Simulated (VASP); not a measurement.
```yaml
crystal:
  lattice:
    - [7.56411, 0.00000, 0.00000]
    - [0.00000, 7.56411, 0.00000]
    - [0.00000, 0.00000, 3.82721]
  atoms:
    - { symbol: W, position: [0.73337, 0.23337, 0.04525] }
    - { symbol: W, position: [0.23337, 0.26663, 0.95475] }
    - { symbol: W, position: [0.26663, 0.76663, 0.04525] }
    - { symbol: W, position: [0.76663, 0.73337, 0.95475] }
    - { symbol: O, position: [0.74645, 0.24645, 0.51257] }
    - { symbol: O, position: [0.24645, 0.25355, 0.48743] }
    - { symbol: O, position: [0.25355, 0.75355, 0.51257] }
    - { symbol: O, position: [0.75355, 0.74645, 0.48743] }
    - { symbol: O, position: [0.50555, 0.75068, 0.00227] }
    - { symbol: O, position: [0.75068, 0.49445, 0.99773] }
    - { symbol: O, position: [0.49445, 0.24932, 0.00227] }
    - { symbol: O, position: [0.24932, 0.50555, 0.99773] }
    - { symbol: O, position: [0.00555, 0.74932, 0.99773] }
    - { symbol: O, position: [0.25068, 0.00555, 0.00227] }
    - { symbol: O, position: [0.99445, 0.25068, 0.99773] }
    - { symbol: O, position: [0.74932, 0.99445, 0.00227] }
```

The numbers are results of LDA (Ceperley-Alder, Perdew-Zunger), VASP's LDA PAW potentials (set 64) (plane waves; VASP), not measurements. Run with LREAL = Auto, 520 eV cut-off, Gaussian smearing of 0.050 eV, potentials W_sv O.

Unless said otherwise, spin-orbit coupling is left out, though it shifts the bands of the heavy elements here.

Task: What does the run give for the band gap (along the path) with the smallest direct gap where there is one?

Result: 
```yaml
band gap (along the path): 1.02 eV
smallest direct gap (along the path): 1.03 eV
```

Total energies compare only between runs with the same potentials, cut-off and functional.

The structure comes from a computed database's WO3 entry (P-42_1m); how it stands against other phases isn't given here. It was relaxed first, which changed the volume by -5 %.
